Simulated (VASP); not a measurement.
OSZICAR of a VASP run on CdTe (zinc blende):

File OSZICAR:
```
       N       E                     dE             d eps       ncg     rms          rms(c)
DAV:   1     0.100755220918E+03    0.10076E+03   -0.83299E+03   528   0.117E+03
DAV:   2    -0.184524556460E+01   -0.10260E+03   -0.99253E+02   610   0.277E+02
DAV:   3    -0.562139153723E+01   -0.37761E+01   -0.37694E+01   605   0.558E+01
DAV:   4    -0.565797643988E+01   -0.36585E-01   -0.36581E-01   742   0.475E+00
DAV:   5    -0.565814626646E+01   -0.16983E-03   -0.16983E-03   610   0.261E-01    0.689E+00
DAV:   6    -0.541937522743E+01    0.23877E+00   -0.54637E-01   570   0.111E+01    0.547E+00
DAV:   7    -0.540020108107E+01    0.19174E-01   -0.12816E-01   585   0.282E+00    0.206E+00
DAV:   8    -0.539917627715E+01    0.10248E-02   -0.12129E-02   540   0.158E+00    0.601E-01
DAV:   9    -0.539914216540E+01    0.34112E-04   -0.78172E-04   610   0.359E-01    0.165E-01
DAV:  10    -0.539916288893E+01   -0.20724E-04   -0.12094E-04   570   0.110E-01    0.615E-02
DAV:  11    -0.539918227880E+01   -0.19390E-04   -0.47709E-05   553   0.601E-02    0.412E-02
DAV:  12    -0.539918016678E+01    0.21120E-05   -0.48337E-06   600   0.216E-02    0.203E-02
DAV:  13    -0.539917988305E+01    0.28373E-06   -0.75775E-07   330   0.502E-03
   1 F= -.34543131E+01 E0= -.34543131E+01  d E =-.345431E+01
```

Problem. Which electronic solver shows in the log?

Solution. It is blocked Davidson (ALGO = Normal, or the opening steps of other solvers). The INCAR had ALGO = Normal.

Problem. Can the final energy be trusted as converged?

Solution. Self-consistency was reached. It stopped with EDIFF = 1E-6, NELM = 100, NSW = 40 and EDIFFG = -0.02 after 1 ionic step (PBEsol GGA, plane waves, VASP's PBE PAW potentials (set 64)).

The compound is CdTe in the zinc blende structure. It was relaxed first under an external pressure of 5 GPa.
